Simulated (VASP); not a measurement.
GaN:

```
Ga N
1.0
     0.00000    2.25350    2.25350
     2.25350    0.00000    2.25350
     2.25350    2.25350    0.00000
Ga N
1 1
Direct
  0.00000 0.00000 0.00000
  0.75000 0.75000 0.75000
```

The cell is a database's computed one.

- Program: VASP 6.6.1
- Task: relaxation of cell and atoms
- Functional: PBE
- Potentials or basis: VASP PAW PBE potentials, release 64 (Ga_d, N)
- Cutoff: 600 eV
- k mesh: 10 × 10 × 10
- Occupations: gaussian, width 0.03 eV
- Spin: no spin polarisation

At the start: pressure 4.9 GPa; volume 11.44 Å³/atom.

How do energy, volume and symmetry change on relaxing?

Over 3 steps the energy falls by 4.7 meV/atom and the volume is 11.76 Å³/atom (+2.8 %); space group F-43m (No. 216, to 0.05 Å).

Step by step:
| step | energy change (eV) | largest force (eV/Å) | pressure (GPa) | volume (Å³) |
| --- | --- | --- | --- | --- |
| 1 | 0.0000 | 0.0000 | 4.92 | 22.89 |
| 2 | -0.0029 | 0.0000 | -3.73 | 24.07 |
| 3 | -0.0095 | 0.0000 | -0.08 | 23.52 |

Final structure:
```yaml
crystal:
  lattice:
    - [0.00000, 2.27410, 2.27410]
    - [2.27410, 0.00000, 2.27410]
    - [2.27410, 2.27410, 0.00000]
  atoms:
    - { symbol: Ga, position: [0.00000, 0.00000, 0.00000] }
    - { symbol: N, position: [0.75000, 0.75000, 0.75000] }
```
